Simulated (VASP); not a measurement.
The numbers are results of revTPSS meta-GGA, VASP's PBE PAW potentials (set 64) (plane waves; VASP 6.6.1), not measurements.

VASP input:

### INCAR
```
LWAVE = F
ALGO = Normal
LMAXMIX = 4
PREC = Accurate
ENCUT = 520
ISMEAR = 0   ! Gaussian
LCHARG = F
LMIXTAU = T
ISIF = 2
LREAL = F   ! projection in real space or not
METAGGA = RTPSS
NELM = 100   ! most electronic steps
LASPH = T   ! aspherical one-centre terms
SYSTEM = InP
EDIFF = 1E-7   ! SCF stop (eV)
SIGMA = 0.05   ! width (eV)
```

**KPOINTS**
```
Automatic mesh
0
Gamma
8 8 8
0 0 0
```

### POSCAR
```
InP
1
    0.0000000000     3.0165044401     3.0165044401
    3.0165044401     0.0000000000     3.0165044401
    3.0165044401     3.0165044401     0.0000000000
In P
1 1
Direct
  0.0000000000   0.0000000000   0.0000000000
  0.2500000000   0.2500000000   0.2500000000
```

POTCAR, in this order: In_d P (PBE.64 set). Program: vasp_std.

Unless said otherwise, spin-orbit coupling is left out, though it shifts the bands of the heavy elements here.

Q: What does the run give for the energy per atom (σ→0), pressure, band gap (on the k-mesh)?

A: 
- energy per atom (σ→0): 3.875 eV/atom
- band gap (on the k-mesh): 0.36 eV
- pressure: -3.25 GPa

**OSZICAR**
```
...
DAV:  16     0.775033361343E+01   -0.69684E-04   -0.30684E-05   799   0.663E-02    0.911E-03
DAV:  17     0.775032818975E+01   -0.54237E-05   -0.13291E-05   844   0.371E-02    0.307E-03
DAV:  18     0.775032603055E+01   -0.21592E-05   -0.38915E-06   779   0.243E-02    0.432E-03
DAV:  19     0.775032546861E+01   -0.56193E-06   -0.47003E-07   979   0.135E-02    0.222E-03
DAV:  20     0.775032497478E+01   -0.49384E-06   -0.79910E-07   794   0.151E-02    0.878E-04
DAV:  21     0.775032474697E+01   -0.22781E-06   -0.56557E-08   562   0.327E-03    0.311E-04
DAV:  22     0.775032473823E+01   -0.87334E-08   -0.14089E-08   417   0.139E-03
   1 F= 0.77503247E+01 E0= 0.77503247E+01  d E =-.443573E-09
```

The compound is InP in the zinc blende structure. This cell is one point of a volume scan, at 1.06 of the reference volume.
